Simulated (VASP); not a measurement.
A convergence study with VASP on ZrN (rock salt): one setting is varied, all else stays as given below, so the limit is that of these other settings.

```
CELL_PARAMETERS angstrom
      0.00000     2.29000     2.29000
      2.29000     0.00000     2.29000
      2.29000     2.29000     0.00000
ATOMIC_POSITIONS crystal
  Zr 0.00000 0.00000 0.00000
  N  0.50000 0.50000 0.50000
```

Computed with PBEsol GGA, VASP's PBE PAW potentials (set 64) (plane waves; VASP). The tightest run used: 700 eV cut-off, 23×23×23 Γ-centred mesh, first-order Methfessel-Paxton smearing of 0.10 eV, potentials Zr_sv N.

```csv
setting,E (eV/atom),pressure (GPa),irreducible k-points
2×2×2 mesh,-10.7313,-4.52,3
3×3×3 mesh,-10.6763,-2.25,4
4×4×4 mesh,-10.7651,-4.18,8
5×5×5 mesh,-10.7797,-4.52,10
6×6×6 mesh,-10.7918,-4.62,16
8×8×8 mesh,-10.7658,-4.21,29
```

Question: These are the cheaper rows. Estimate the results at 23×23×23 mesh, and how far the last row shown lies from them.

Answer: 
```csv
quantity,tightest run,last row shown is off by
E (eV/atom),-10.7763,0.0105
pressure (GPa),-4.45,0.24
```

Left out are rungs that failed or repeat a setting and relaxations that didn't move; long series are thinned to 24 rows.

The compound is ZrN in the rock salt structure. The cell was not relaxed at this level. The electron count is odd and the run is not spin-polarised, which forces a metal.
